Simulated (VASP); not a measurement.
## SrIr2 with r2SCAN: from relaxation to properties

Wanted: the relaxed cell of SrIr2 and its properties. The steps: full relaxation (r2SCAN), density, ELF and potential (r2SCAN), bands along the symmetry lines (r2SCAN), total and projected DOS (r2SCAN), vibrations at Γ (r2SCAN), volume scan with r2SCAN, fit for r2SCAN and band structure (r2SCAN) with a changed input. The start is a computed cell from the Materials Project.

Main program and level: VASP 6.6.1; r2SCAN; plane waves and PAW (Sr_sv, Ir).

## Step 1: Set-up

Before any relaxation, the start is as follows. Symmetry: Fd-3m, No. 227, cubic system. Conventional cell: a = 7.711 Å, b = 7.711 Å, c = 7.711 Å, α = 90.00°, β = 90.00°, γ = 90.00°. Sr has 12 Ir at 3.20 Å and 4 Sr at 3.34 Å nearest. Nearest to Ir lie 6 Ir at 2.73 Å and 6 Sr at 3.20 Å. Farther neighbours are not listed.

Coordinates:

```
Sr Ir
1.0
     0.00000    3.85552    3.85552
     3.85552    0.00000    3.85552
     3.85552    3.85552    0.00000
Sr Ir
2 4
Direct
  0.25000 0.25000 0.25000
  0.00000 0.00000 0.00000
  0.62500 0.12500 0.62500
  0.62500 0.62500 0.12500
  0.12500 0.62500 0.62500
  0.62500 0.62500 0.62500
```

## Step 2: Full relaxation (r2SCAN)

The start need not lie at this functional's minimum. ISIF = 3 frees volume, shape and positions, and EDIFFG sets the threshold on forces and stress at which the search stops. r2SCAN adds the kinetic-energy density, costs more than a GGA and is run with LASPH.

The input, INCAR:

```
SYSTEM = SrIr2
PREC = Accurate
ENCUT = 400
EDIFF = 1E-06
NELM = 100
ISMEAR = 1
SIGMA = 0.2
LREAL = .FALSE.
ALGO = Normal
METAGGA = R2SCAN
LASPH = .TRUE.
NBANDS = 34
LORBIT = 11
LWAVE = .FALSE.
LCHARG = .FALSE.
KPAR = 4
IBRION = 2
NSW = 60
ISIF = 3
EDIFFG = -0.01
```

The input, POSCAR:

```
SrIr2
1.0
    0.0000000000      3.8555160189      3.8555160189
    3.8555160189      0.0000000000      3.8555160189
    3.8555160189      3.8555160189      0.0000000000
Sr Ir
2 4
Direct
    0.2500000000      0.2500000000      0.2500000000
    0.0000000000      0.0000000000      0.0000000000
    0.6250000000      0.1250000000      0.6250000000
    0.6250000000      0.6250000000      0.1250000000
    0.1250000000      0.6250000000      0.6250000000
    0.6250000000      0.6250000000      0.6250000000
```

The input, KPOINTS:

```
Automatic mesh
0
Gamma
6 6 6
0 0 0
```

PAW data sets: Sr_sv and Ir (PBE family, release 64).

Command:

```
> mpirun -np 4 vasp_std
```

The program printed:

```text
[banner, memory and clock lines left out]
running    4 mpi-ranks, on    1 nodes
 distrk:  each k-point on    1 cores,    4 groups
 distr:  one band on    1 cores,    1 groups

 POSCAR found type information on POSCAR SrIr
 POSCAR found :  2 types and       6 ions
|                                                                             |
|               ----> ADVICE to this user running VASP <----                  |
|                                                                             |
|     You enforced a specific xc type in the INCAR file but a different       |
|     [... a line on the potential file left out ...]
|     I HOPE YOU KNOW WHAT YOU ARE DOING!                                     |
|                                                                             |

 LDA part: xc-table for (None), standard interpolation
 POSCAR, INCAR and KPOINTS ok, starting setup
 FFT: planning ... GRIDC
 FFT: planning ... GRID_SOFT
 FFT: planning ... GRID
 WAVECAR not read
 entering main loop
       N       E                     dE             d eps       ncg     rms          rms(c)
DAV:   1     0.266790348807E+03    0.26679E+03   -0.22858E+04  1088   0.135E+03
DAV:   2    -0.213079963048E+03   -0.47987E+03   -0.46787E+03  1092   0.439E+02
DAV:   3    -0.258325453814E+03   -0.45245E+02   -0.43849E+02  1776   0.110E+02
DAV:   4    -0.261235675597E+03   -0.29102E+01   -0.28838E+01  1696   0.255E+01
DAV:   5    -0.261297618867E+03   -0.61943E-01   -0.61544E-01  1574   0.317E+00    0.538E+01
DAV:   6    -0.242492035427E+03    0.18806E+02   -0.57399E+01  1864   0.429E+01    0.106E+01
DAV:   7    -0.241753792312E+03    0.73824E+00   -0.67911E+00  1686   0.153E+01    0.103E+01
DAV:   8    -0.241773639754E+03   -0.19847E-01   -0.12127E+00  1576   0.583E+00    0.568E+00
DAV:   9    -0.241712455594E+03    0.61184E-01   -0.43846E-01  1630   0.453E+00    0.105E+00
DAV:  10    -0.241715995979E+03   -0.35404E-02   -0.10430E-02  1484   0.563E-01    0.318E-01
DAV:  11    -0.241716396507E+03   -0.40053E-03   -0.67264E-04  1536   0.145E-01    0.729E-02
DAV:  12    -0.241716423667E+03   -0.27160E-04   -0.12961E-04  1544   0.597E-02    0.263E-02
DAV:  13    -0.241716426797E+03   -0.31300E-05   -0.11728E-05  1426   0.262E-02    0.529E-03
DAV:  14    -0.241716426774E+03    0.23418E-07   -0.48516E-07   638   0.447E-03
   1 F= -.24171643E+03 E0= -.24171397E+03  d E =-.241716E+03
 curvature:   0.00 expect dE= 0.000E+00 dE for cont linesearch  0.000E+00
 trial: gam= 0.00000 g(F)=  0.636E-48 g(S)=  0.172E-03 ort = 0.000E+00 (trialstep = 0.100E+01)
 search vector abs. value=  0.172E-03
 bond charge predicted
       N       E                     dE             d eps       ncg     rms          rms(c)
DAV:   1    -0.241717919274E+03   -0.14925E-02   -0.46201E-02  1180   0.186E+00    0.406E-01
DAV:   2    -0.241716479959E+03    0.14393E-02   -0.71546E-03  1464   0.597E-01    0.932E-02
DAV:   3    -0.241716391335E+03    0.88624E-04   -0.34133E-04  1580   0.104E-01    0.498E-02
DAV:   4    -0.241716351332E+03    0.40003E-04   -0.21051E-04  1674   0.645E-02    0.484E-02
DAV:   5    -0.241716355112E+03   -0.37797E-05   -0.20716E-05  1476   0.184E-02    0.334E-02
DAV:   6    -0.241716361759E+03   -0.66467E-05   -0.63148E-06  1348   0.127E-02    0.136E-02
DAV:   7    -0.241716365669E+03   -0.39105E-05   -0.46968E-06  1538   0.974E-03    0.401E-03
DAV:   8    -0.241716365704E+03   -0.34539E-07   -0.61475E-07   632   0.414E-03
   2 F= -.24171637E+03 E0= -.24171391E+03  d E =0.610698E-04
 trial-energy change:    0.000061  1 .order    0.000076   -0.000172    0.000323
 step:   0.3893(harm=  0.3469)  dis= 0.00000  next Energy=  -241.716461 (dE=-0.343E-04)
 bond charge predicted
       N       E                     dE             d eps       ncg     rms          rms(c)
DAV:   1    -0.241717051051E+03   -0.68538E-03   -0.17185E-02  1182   0.113E+00    0.245E-01
DAV:   2    -0.241716512484E+03    0.53857E-03   -0.26518E-03  1472   0.363E-01    0.569E-02
DAV:   3    -0.241716478382E+03    0.34103E-04   -0.12831E-04  1574   0.630E-02    0.305E-02
DAV:   4    -0.241716460512E+03    0.17870E-04   -0.79507E-05  1684   0.395E-02    0.297E-02
DAV:   5    -0.241716461031E+03   -0.51854E-06   -0.77319E-06  1338   0.113E-02
   3 F= -.24171646E+03 E0= -.24171400E+03  d E =-.342570E-04
 curvature:  -0.17 expect dE=-0.154E-05 dE for cont linesearch -0.154E-05
 trial: gam= 0.00000 g(F)=  0.400E-47 g(S)=  0.893E-05 ort =-0.391E-04 (trialstep = 0.878E+00)
 search vector abs. value=  0.893E-05
 reached required accuracy - stopping structural energy minimisation
```

Run time: 1.9 min. Hardware: 4 MPI ranks of Intel Xeon Platinum 8259CL at 2.50GHz (Skylake/Cascade Lake), shared host; peak memory 0.97 GiB.

The logs omit lines about the potential files and the build; timing stands in the text.

Parts of OUTCAR (step 2):

```text
ion  position               nearest neighbor table
   1  0.250  0.250  0.250-   3 3.20   4 3.20   5 3.20   3 3.20   5 3.20   6 3.20   4 3.20   5 3.20
                             6 3.20   3 3.20   4 3.20   6 3.20   2 3.34   2 3.34   2 3.34   2 3.34
   2  0.000  0.000  0.000-   3 3.20   4 3.20   6 3.20   4 3.20   5 3.20   6 3.20   3 3.20   5 3.20
                             6 3.20   3 3.20   4 3.20   5 3.20   1 3.34   1 3.34   1 3.34   1 3.34
   3  0.625  0.125  0.625-   6 2.73   4 2.73   4 2.73   5 2.73   6 2.73   5 2.73   1 3.20   1 3.20
                             2 3.20   1 3.20   2 3.20   2 3.20
   4  0.625  0.625  0.125-   6 2.73   3 2.73   5 2.73   6 2.73   3 2.73   5 2.73   1 3.20   2 3.20
                             2 3.20   1 3.20   2 3.20   1 3.20
   5  0.125  0.625  0.625-   6 2.73   4 2.73   3 2.73   3 2.73   4 2.73   6 2.73   1 3.20   2 3.20
                             1 3.20   2 3.20   1 3.20   2 3.20
   6  0.625  0.625  0.625-   3 2.73   4 2.73   5 2.73   4 2.73   3 2.73   5 2.73   2 3.20   1 3.20
                             2 3.20   1 3.20   2 3.20   1 3.20

  LATTYP: Found a face centered cubic cell.
 ALAT       =     7.7110320378

 Subroutine GETGRP returns: Found 48 space group operations
 (whereof 24 operations were pure point group operations)

The static configuration has the point symmetry T_d .
 The point group associated with its full space group is O_h .

 Found     16 irreducible k-points:

   k-points           NKPTS =     16   k-points in BZ     NKDIM =     16   number of bands    NBANDS=     34

   dimension x,y,z NGX =    36 NGY =   36 NGZ =   36
   dimension x,y,z NGXF=    72 NGYF=   72 NGZF=   72

   ENCUT  =  400.0 eV  29.40 Ry    5.42 a.u.   8.89  8.89  8.89*2*pi/ulx,y,z

   NELECT =      56.0000    total number of electrons

 k-points in reciprocal lattice and weights: Automatic mesh
   0.00000000  0.00000000  0.00000000       0.005
   0.16666667  0.00000000  0.00000000       0.037
   0.33333333  0.00000000  0.00000000       0.037
   0.50000000  0.00000000  0.00000000       0.019
   0.16666667  0.16666667  0.00000000       0.028
   0.33333333  0.16666667  0.00000000       0.111
   0.50000000  0.16666667  0.00000000       0.111
  -0.33333333  0.16666667  0.00000000       0.111
  -0.16666667  0.16666667  0.00000000       0.056
[...]
-0.33333333  0.33333333  0.16666667       0.111
  -0.33333333  0.50000000  0.16666667       0.056

 average (electrostatic) potential at core
       1 -38.5305       2 -38.5305       3 -56.7033       4 -56.7033       5 -56.7033
       6 -56.7033

 E-fermi :   5.9214

 k-point     1 :       0.0000    0.0000    0.0000
  band No.  band energies     occupation
    ...
     22       5.6020      2.04642
     23       5.6020      2.04642
     24       5.6020      2.04642
     25       5.7242      2.04722
     26       5.7242      2.04722
     27       6.9397     -0.00000
     28       6.9397     -0.00000
     29       7.2048     -0.00000
     30       7.3820     -0.00000
     31       7.3820     -0.00000
    ...

 k-point     2 :       0.1667    0.0000    0.0000
  band No.  band energies     occupation
    ...
     22       5.2399      2.00002
     23       5.2399      2.00002
     24       5.5754      2.03454
     25       5.6565      2.06825
     26       5.6565      2.06825
     27       6.1048     -0.02854
     28       6.5771     -0.00004
     29       6.5771     -0.00004
     30       7.3763     -0.00000
     31       7.6350     -0.00000
    ...

 k-point     3 :       0.3333    0.0000    0.0000
  band No.  band energies     occupation
    ...
     23       4.5728      2.00000
     24       4.5728      2.00000
     25       5.5232      2.01647
     26       5.5493      2.02444
     27       5.5493      2.02444
     28       6.0171      0.28379
     29       6.0171      0.28378
     30       7.6623     -0.00000
     31       8.3200     -0.00000
     32       8.4234     -0.00000
    ...

  Total        0.0192396      0.0192396      0.0192396     -0.0000000     -0.0000000      0.0000000
  in kB        0.2691369      0.2691369      0.2691369     -0.0000000     -0.0000000      0.0000000
  external PRESSURE =       0.2691369 kB  Pullay stress =       0.0000000 kB

  energy-cutoff  :      400.00
  volume of cell :      114.53
      direct lattice vectors                 reciprocal lattice vectors
     0.000000000  3.854498017  3.854498017    -0.129718578  0.129718578  0.129718578
     3.854498017  0.000000000  3.854498017     0.129718578 -0.129718578  0.129718578
     3.854498017  3.854498017  0.000000000     0.129718578  0.129718578 -0.129718578

 POSITION                                       TOTAL-FORCE (eV/Angst)
 -----------------------------------------------------------------------------------
      1.92725      1.92725      1.92725        -0.000000      0.000000     -0.000000
      0.00000      0.00000      0.00000         0.000000     -0.000000      0.000000
      2.89087      4.81812      2.89087        -0.000000      0.000000      0.000000
      2.89087      2.89087      4.81812        -0.000000      0.000000      0.000000
      4.81812      2.89087      2.89087        -0.000000      0.000000      0.000000
      4.81812      4.81812      4.81812        -0.000000      0.000000      0.000000
 -----------------------------------------------------------------------------------
    total drift:                                0.000000      0.000000      0.000000

  FREE ENERGIE OF THE ION-ELECTRON SYSTEM (eV)
  ---------------------------------------------------
  free  energy   TOTEN  =      -241.7164610306 eV

  energy  without entropy=     -241.7090923617  energy(sigma->0) =     -241.71400481

 reached required accuracy - stopping structural energy minimisation

 total charge
# of ion       s       p       d       tot
------------------------------------------
    1        2.033   5.878   0.312   8.223
    2        2.033   5.878   0.312   8.223
    3        0.740   0.485   7.027   8.252
    4        0.740   0.485   7.027   8.252
    5        0.740   0.485   7.027   8.252
    6        0.740   0.485   7.027   8.252
--------------------------------------------------
tot          7.026  13.696  28.733  49.455

[... 3 further parts left out ...]
```

The k-mesh is coarse for a metal. The PAW data sets were made with PBE, which is usual practice but a small mismatch for other functionals. The run keeps the 48 symmetry operations of its start, so it cannot find a distortion of lower symmetry.

Little changed from the start: no atom moved by 0.005 Å and no cell edge by 0.1 %.

Numbers from this step:

| Property | Result |
| --- | --- |
| electrons | 56 |
| bands | 34 |
| irreducible k-points | 16 |
| symmetry operations | 48 |
| free energy (TOTEN) | -241.7165 eV |
| energy at zero smearing | -241.7140 eV |
| Fermi energy | 5.921 eV |
| pressure | 0.02691 GPa |
| metallic, judged on the points sampled | yes |
| SCF cycles over all ionic steps | 27 |

It ends with forces that vanish by symmetry and a pressure of 0.03 GPa.

(Part 1 of 6 ends here.)

[Lines on the potential files, build, host, timing and source positions are cut from VASP's logs without a mark.]

[Logs are printed without paths, hosts, clocks, repeated set-up lines and the standing remarks that a program may print on its own settings, such as how far it seeks lower states.]

[Hosts, paths, dates, database ids (printed as entryN), source tags and the programs' standing remarks are cut or masked in the printed files.]

[A measured line is paired with the nearest computed mode of its activity, which favours agreement.]

[In band tables of VASP the shares of atoms and orbitals are scaled to a sum of 1 inside the atoms' spheres.]
